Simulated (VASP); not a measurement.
Data:

```
CELL_PARAMETERS angstrom
      1.93632    -3.35380     0.00000
      1.93632     3.35380     0.00000
      0.00000     0.00000     6.89552
ATOMIC_POSITIONS crystal
  Sn 0.00000 0.00000 0.00000
  Se 0.33333 0.66667 0.23132
  Se 0.66667 0.33333 0.76868
```

All values below come from PBE GGA, VASP's PBE PAW potentials (set 64) (plane waves; VASP 6.6.1). Settings: 500 eV cut-off, 7×7×4 Γ-centred mesh, Gaussian smearing of 0.050 eV, potentials Sn_d Se.

Energy and stress use the plane-wave basis of the starting cell. Without a dispersion term in the relaxation, distances and binding between the weakly bound layers, chains or molecules are unreliable, and so is what depends on them.

### Question
The ions, cell shape and volume at an external pressure of 5.0 GPa are relaxed. Which structure does the run end with?

### Answer

```
CELL_PARAMETERS angstrom
      1.90234    -3.29495     0.00000
      1.90234     3.29495     0.00000
      0.00000     0.00000     5.77498
ATOMIC_POSITIONS crystal
  Sn 0.00000 0.00000 0.00000
  Se 0.33333 0.66667 0.27562
  Se 0.66667 0.33333 0.72438
```
Space group P-3m1 (164), at a tolerance of 0.03 Å.

### Question
How do energy and volume change from the first to the last step?

### Answer
The energy (σ→0) changes by +54.5 meV/atom and the volume by -19.2 %, in 16 ionic steps.

```csv
step,E(σ→0) (eV),max force (eV/Å),pressure (GPa),volume (Å³)
1,-11.8703,0.000,0.06,89.56
2,-11.5525,1.434,10.09,78.14
3,-11.7740,0.732,4.96,82.94
4,-11.7733,0.584,4.97,81.52
5,-11.7211,0.143,5.23,77.34
6,-11.6708,0.063,5.47,75.46
7,-11.6821,0.078,5.33,74.83
8,-11.6884,0.117,5.30,72.86
9,-11.5500,0.040,7.40,68.55
10,-11.6345,0.129,6.29,70.44
11,-11.6647,0.087,5.94,71.38
12,-11.6528,0.102,6.08,70.97
13,-11.6997,0.132,4.79,72.25
14,-11.7064,0.137,4.59,72.47
15,-11.7072,0.023,4.92,72.41
16,-11.7069,0.013,5.02,72.40
```

The compound is SnSe2 in the 1T layered structure. This run relaxes it under an external pressure of 5 GPa. Symmetry was kept, so distortions that lower it aren't found.
